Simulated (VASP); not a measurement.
Given:

```xyz
2
Lattice="2.4849 0.0000 0.0000 0.0000 2.4849 0.0000 0.0000 0.0000 2.4849" Properties=species:S:1:pos:R:3 pbc="T T T"
Cr     0.0000     0.0000     0.0000
N      1.2425     1.2425     1.2425
```

Calculation: r2SCAN meta-GGA, VASP's PBE PAW potentials (set 64) (plane waves; VASP). Run with 520 eV cut-off, 16×16×16 Γ-centred mesh, tetrahedra with Blöchl corrections, potentials Cr_pv N.

Task: Estimate the energy per atom (σ→0), band gap (over mesh and band path) with the smallest direct gap where there is one.

Result: 
| Quantity | Value |
|---|---|
| band gap (over mesh and band path) | none (metal, semimetal or under 0.01 eV) |
| energy per atom (σ→0) | -11.876 eV/atom |

Total energies compare only between runs with the same potentials, cut-off and functional.

The structure was generated: CrN was put into the CsCl type type (Pm-3m), which need not be its known phase. It was relaxed first, which changed the volume by -25 %. The run is not spin-polarised, so no magnetic state was tried. The electron count is odd and the run is not spin-polarised, which forces a metal.
